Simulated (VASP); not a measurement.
Calculation: SCAN meta-GGA, VASP's PBE PAW potentials (set 64) (plane waves; VASP).

The input files of a VASP run:

POSCAR:
```
InP
1
    0.0000000000     2.9350000000     2.9350000000
    2.9350000000     0.0000000000     2.9350000000
    2.9350000000     2.9350000000     0.0000000000
In P
1 1
Direct
  0.0000000000   0.0000000000   0.0000000000
  0.2500000000   0.2500000000   0.2500000000
```

**KPOINTS**
```
Automatic mesh
0
Gamma
7 7 7
0 0 0
```

**INCAR**
```
SYSTEM = InP
PREC = Accurate
ENCUT = 520
EDIFF = 1E-6
NELM = 100
ALGO = Normal
LREAL = .FALSE.
LASPH = .TRUE.
ISMEAR = 0
SIGMA = 0.05
METAGGA = SCAN
LMIXTAU = .TRUE.
LMAXMIX = 4
LWAVE = .FALSE.
LCHARG = .FALSE.
IBRION = 2
ISIF = 3
NSW = 60
EDIFFG = -0.01
```

POTCAR, in this order: In_d P (PBE.64 set). Program: vasp_std.

What VASP printed:

File OUTCAR:
```
 ion  position               nearest neighbor table
   1  0.000  0.000  0.000-   2 2.54   2 2.54   2 2.54   2 2.54
   2  0.250  0.250  0.250-   1 2.54   1 2.54   1 2.54   1 2.54
  LATTYP: Found a face centered cubic cell.
 ALAT       =     5.8700000000
 Subroutine PRICEL returns:
 Original cell was already a primitive cell.
 Subroutine GETGRP returns: Found 24 space group operations
The static configuration has the point symmetry T_d .
The dynamic configuration has the point symmetry T_d .
 Subroutine INISYM returns: Found 24 space group operations
 Subroutine IBZKPT returns following result:
 Found     20 irreducible k-points:

 Following reciprocal coordinates:
            Coordinates               Weight
  0.000000  0.000000  0.000000      1.000000
  0.142857  0.000000  0.000000      8.000000
  0.285714  0.000000  0.000000      8.000000
  0.428571  0.000000  0.000000      8.000000
  0.142857  0.142857  0.000000      6.000000
  0.285714  0.142857  0.000000     24.000000
  0.428571  0.142857  0.000000     24.000000
 -0.428571  0.142857  0.000000     24.000000
 -0.285714  0.142857  0.000000     24.000000
 -0.142857  0.142857  0.000000     12.000000
  0.285714  0.285714  0.000000      6.000000
  0.428571  0.285714  0.000000     24.000000
 -0.428571  0.285714  0.000000     24.000000
 -0.285714  0.285714  0.000000     12.000000
  0.428571  0.428571  0.000000      6.000000
 -0.428571  0.428571  0.000000     12.000000
  0.428571  0.285714  0.142857     24.000000
 -0.428571  0.285714  0.142857     48.000000
 -0.428571  0.428571  0.142857     24.000000
 -0.285714  0.428571  0.142857     24.000000
   k-points           NKPTS =     20   k-points in BZ     NKDIM =     20   number of bands    NBANDS=     13
   number of dos      NEDOS =    301   number of ions     NIONS =      2
   total plane-waves  NPLWV =  32768
   dimension x,y,z NGX =    32 NGY =   32 NGZ =   32
   dimension x,y,z NGXF=    64 NGYF=   64 NGZF=   64
   ions per type =               1   1
   PREC   = accura    normal or accurate (medium, high low for compatibility)
   ISTART =      0    job   : 0-new  1-cont  2-samecut
   ICHARG =      2    charge: 1-file 2-atom 10-const
   ISPIN  =      1    spin polarized calculation?
   LNONCOLLINEAR =      F non collinear calculations
   LSORBIT =      F    spin-orbit coupling
   INIWAV =      1    electr: 0-lowe 1-rand  2-diag
   ENCUT  =  520.0 eV  38.22 Ry    6.18 a.u.   7.72  7.72  7.72*2*pi/ulx,y,z
   NELM   =    100;   NELMIN=  2; NELMDL= -5     # of ELM steps
   EDIFF  = 0.1E-05   stopping-criterion for ELM
   LREAL  =      F    real-space projection
   NLSPLINE    = F    spline interpolate recip. space projectors
   LMAXMIX     =    4 max onsite mixed and CHGCAR
   VOSKOWN=      0    Vosko Wilk Nusair interpolation
   EDIFFG = -.1E-01   stopping-criterion for IOM
   NSW    =     60    number of steps for IOM
   NBLOCK =      1;   KBLOCK =     60    inner block; outer block
   IBRION =      2    ionic relax: 0-MD 1-quasi-New 2-CG
   NFREE  =      1    steps in history (QN), initial steepest desc. (CG)
   ISIF   =      3    stress and relaxation
   ISYM   =      2    0-nonsym 1-usesym 2-fastsym
   TEIN   =    0.0    initial temperature
   TEBEG  =    0.0;   TEEND  =   0.0 temperature during run
   SMASS  =  -3.00    Nose mass-parameter (am)
   PSTRESS=    0.0 pullay stress
   NELECT =      18.0000    total number of electrons
   EFERMI =   0.00;   METHOD = LEGACY
   ISMEAR =     0;   SIGMA  =   0.05  broadening in eV -4-tet -1-fermi 0-gaus
   IALGO  =     38    algorithm
   LDIAG  =      T    sub-space diagonalisation (order eigenvalues)
   IMIX   =      4    mixing-type and parameters
     AMIX     =   0.40;   BMIX     =  1.00
     AMIX_MAG =   1.60;   BMIX_MAG =  1.00
...
```

**OSZICAR**
```
       N       E                     dE             d eps       ncg     rms          rms(c)
DAV:   1     0.800949287291E+02    0.80095E+02   -0.87803E+03   520   0.161E+03
DAV:   2    -0.395322936365E+02   -0.11963E+03   -0.11480E+03   550   0.335E+02
DAV:   3    -0.476018486044E+02   -0.80696E+01   -0.80062E+01   665   0.916E+01
DAV:   4    -0.478430093614E+02   -0.24116E+00   -0.24091E+00   653   0.174E+01
DAV:   5    -0.478569539428E+02   -0.13945E-01   -0.13943E-01   751   0.367E+00    0.545E+00
DAV:   6    -0.442924333478E+02    0.35645E+01   -0.22051E+00   630   0.395E+01    0.344E+00
DAV:   7    -0.443769751084E+02   -0.84542E-01   -0.63696E-01   540   0.128E+01    0.265E+00
DAV:   8    -0.443334246887E+02    0.43550E-01   -0.26042E-01   520   0.716E+00    0.193E+00
DAV:   9    -0.442829925074E+02    0.50432E-01   -0.19872E-01   520   0.525E+00    0.849E-01
DAV:  10    -0.443537923564E+02   -0.70800E-01   -0.17093E-01   530   0.484E+00    0.728E-01
DAV:  11    -0.443398346187E+02    0.13958E-01   -0.34873E-02   555   0.304E+00    0.532E-01
DAV:  12    -0.443473299066E+02   -0.74953E-02   -0.30729E-02   520   0.278E+00    0.236E-01
DAV:  13    -0.443627817861E+02   -0.15452E-01   -0.14219E-02   540   0.159E+00    0.852E-02
DAV:  14    -0.443633172652E+02   -0.53548E-03   -0.10741E-03   655   0.482E-01    0.125E-01
DAV:  15    -0.443633080137E+02    0.92514E-05   -0.47981E-05   735   0.696E-02    0.223E-01
DAV:  16    -0.443635810899E+02   -0.27308E-03   -0.22507E-04   525   0.234E-01    0.191E-01
DAV:  17    -0.443637295356E+02   -0.14845E-03   -0.23957E-04   540   0.206E-01    0.129E-01
DAV:  18    -0.443637359360E+02   -0.64004E-05   -0.53806E-05   520   0.112E-01    0.124E-01
DAV:  19    -0.443637520296E+02   -0.16094E-04   -0.68618E-06   675   0.315E-02    0.128E-01
DAV:  20    -0.443637216219E+02    0.30408E-04   -0.54256E-05   525   0.122E-01    0.870E-02
DAV:  21    -0.443636847927E+02    0.36829E-04   -0.94505E-06   538   0.472E-02    0.533E-02
DAV:  22    -0.443636617905E+02    0.23002E-04   -0.45417E-06   525   0.316E-02    0.454E-02
DAV:  23    -0.443636357125E+02    0.26078E-04   -0.92541E-07   380   0.176E-02    0.241E-02
DAV:  24    -0.443636264470E+02    0.92655E-05   -0.13483E-06   389   0.182E-02    0.137E-02
DAV:  25    -0.443636143831E+02    0.12064E-04   -0.41342E-07   275   0.995E-03    0.464E-03
DAV:  26    -0.443636125129E+02    0.18702E-05   -0.23573E-07   275   0.861E-03    0.148E-03
DAV:  27    -0.443636114151E+02    0.10978E-05   -0.27772E-07   275   0.766E-03    0.186E-03
DAV:  28    -0.443636116571E+02   -0.24199E-06   -0.56766E-08   270   0.459E-03
   1 F= -.44363612E+02 E0= -.44363612E+02  d E =-.443636E+02
       N       E                     dE             d eps       ncg     rms          rms(c)
DAV:   1    -0.443903916812E+02   -0.26780E-01   -0.71298E-01   650   0.195E+01    0.123E+00
DAV:   2    -0.443687939848E+02    0.21598E-01   -0.54905E-02   650   0.588E+00    0.361E-01
DAV:   3    -0.443656798898E+02    0.31141E-02   -0.91625E-03   615   0.245E+00    0.141E-01
DAV:   4    -0.443654727350E+02    0.20715E-03   -0.35068E-03   520   0.817E-01    0.247E-01
DAV:   5    -0.443651557940E+02    0.31694E-03   -0.42374E-04   615   0.197E-01    0.152E-01
DAV:   6    -0.443651065949E+02    0.49199E-04   -0.33578E-04   528   0.212E-01    0.130E-01
DAV:   7    -0.443648400178E+02    0.26658E-03   -0.72438E-04   520   0.393E-01    0.410E-02
DAV:   8    -0.443649499147E+02   -0.10990E-03   -0.37380E-04   520   0.289E-01    0.330E-02
DAV:   9    -0.443649622572E+02   -0.12343E-04   -0.66269E-06   640   0.234E-02    0.368E-02
DAV:  10    -0.443648691019E+02    0.93155E-04   -0.12871E-04   520   0.179E-01    0.152E-02
DAV:  11    -0.443648966168E+02   -0.27515E-04   -0.12901E-05   520   0.488E-02    0.841E-03
DAV:  12    -0.443648982930E+02   -0.16761E-05   -0.12188E-07   370   0.418E-03    0.865E-03
DAV:  13    -0.443648998612E+02   -0.15682E-05   -0.35534E-08   260   0.285E-03    0.850E-03
DAV:  14    -0.443649187161E+02   -0.18855E-04   -0.28524E-07   300   0.921E-03    0.230E-03
DAV:  15    -0.443649174137E+02    0.13023E-05   -0.77970E-08   260   0.502E-03    0.189E-03
DAV:  16    -0.443649173765E+02    0.37186E-07   -0.22829E-08   260   0.290E-03
   2 F= -.44364917E+02 E0= -.44364917E+02  d E =-.130572E-02
       N       E                     dE             d eps       ncg     rms          rms(c)
DAV:   1    -0.443659965792E+02   -0.10792E-02   -0.23440E-02   650   0.347E+00    0.229E-01
DAV:   2    -0.443648866539E+02    0.11099E-02   -0.18816E-03   655   0.111E+00    0.652E-02
DAV:   3    -0.443647707444E+02    0.11591E-03   -0.28584E-04   615   0.437E-01    0.275E-02
DAV:   4    -0.443648270494E+02   -0.56305E-04   -0.12774E-04   520   0.159E-01    0.445E-02
DAV:   5    -0.443649232932E+02   -0.96244E-04   -0.16840E-05   575   0.442E-02    0.240E-02
DAV:   6    -0.443649093751E+02    0.13918E-04   -0.14814E-05   528   0.447E-02    0.224E-02
DAV:   7    -0.443649739492E+02   -0.64574E-04   -0.24339E-05   520   0.714E-02    0.633E-03
DAV:   8    -0.443649561017E+02    0.17848E-04   -0.11386E-05   520   0.503E-02    0.631E-03
DAV:   9    -0.443649484770E+02    0.76247E-05   -0.43624E-07   260   0.651E-03    0.842E-03
DAV:  10    -0.443649685589E+02   -0.20082E-04   -0.43643E-06   520   0.327E-02    0.242E-03
DAV:  11    -0.443649688774E+02   -0.31846E-06   -0.35221E-07   260   0.833E-03
   3 F= -.44364969E+02 E0= -.44364969E+02  d E =-.135722E-02
       N       E                     dE             d eps       ncg     rms          rms(c)
DAV:   1    -0.443660169511E+02   -0.10484E-02   -0.25903E-02   650   0.365E+00    0.242E-01
DAV:   2    -0.443648045358E+02    0.12124E-02   -0.20817E-03   660   0.117E+00    0.686E-02
DAV:   3    -0.443646759322E+02    0.12860E-03   -0.31567E-04   615   0.460E-01    0.289E-02
DAV:   4    -0.443647349075E+02   -0.58975E-04   -0.14306E-04   520   0.169E-01    0.467E-02
DAV:   5    -0.443648359077E+02   -0.10100E-03   -0.18759E-05   575   0.471E-02    0.253E-02
DAV:   6    -0.443648215814E+02    0.14326E-04   -0.16509E-05   528   0.475E-02    0.236E-02
DAV:   7    -0.443648888860E+02   -0.67305E-04   -0.26907E-05   520   0.756E-02    0.649E-03
DAV:   8    -0.443648707663E+02    0.18120E-04   -0.12398E-05   520   0.527E-02    0.666E-03
DAV:   9    -0.443648617453E+02    0.90210E-05   -0.57584E-07   275   0.763E-03    0.918E-03
DAV:  10    -0.443648834103E+02   -0.21665E-04   -0.48381E-06   520   0.345E-02    0.263E-03
DAV:  11    -0.443648842631E+02   -0.85289E-06   -0.38031E-07   265   0.873E-03
   4 F= -.44364884E+02 E0= -.44364884E+02  d E =-.127261E-02
```

### OUTCAR
```
------------------------ aborting loop because EDIFF is reached ----------------------------------------
  FORCE on cell =-STRESS in cart. coord.  units (eV):
  Direction    XX          YY          ZZ          XY          YZ          ZX
  --------------------------------------------------------------------------------------
  Total       -0.0000373     -0.0000373     -0.0000373      0.0000000     -0.0000000      0.0000000
  in kB       -0.0011723     -0.0011723     -0.0011723      0.0000000     -0.0000000      0.0000000
  external PRESSURE =      -0.0011723 kB  Pullay stress =       0.0000000 kB
  volume of cell :       50.98
      direct lattice vectors                 reciprocal lattice vectors
     0.000000000  2.943070168  2.943070168    -0.169890615  0.169890615  0.169890615
     2.943070168  0.000000000  2.943070168     0.169890615 -0.169890615  0.169890615
     2.943070168  2.943070168 -0.000000000     0.169890615  0.169890615 -0.169890615
  FREE ENERGIE OF THE ION-ELECTRON SYSTEM (eV)
  ---------------------------------------------------
  free  energy   TOTEN  =       -44.3648842631 eV

  energy  without entropy=      -44.3648842631  energy(sigma->0) =      -44.36488426

 reached required accuracy - stopping structural energy minimisation
```
(Selected blocks of OUTCAR.)

### CONTCAR
```
InP
   1.00000000000000
     0.0000000000000000    2.9430701683370311    2.9430701683370311
     2.9430701683370311    0.0000000000000000    2.9430701683370311
     2.9430701683370311    2.9430701683370311   -0.0000000000000000
  In              P
     1     1
Direct
     0.0000000000000000    0.0000000000000000    0.0000000000000000
     0.2500000000000000    0.2500000000000000    0.2500000000000000
```

The compound is InP in the zinc blende structure. This run relaxes it. Symmetry was kept, so distortions that lower it aren't found.
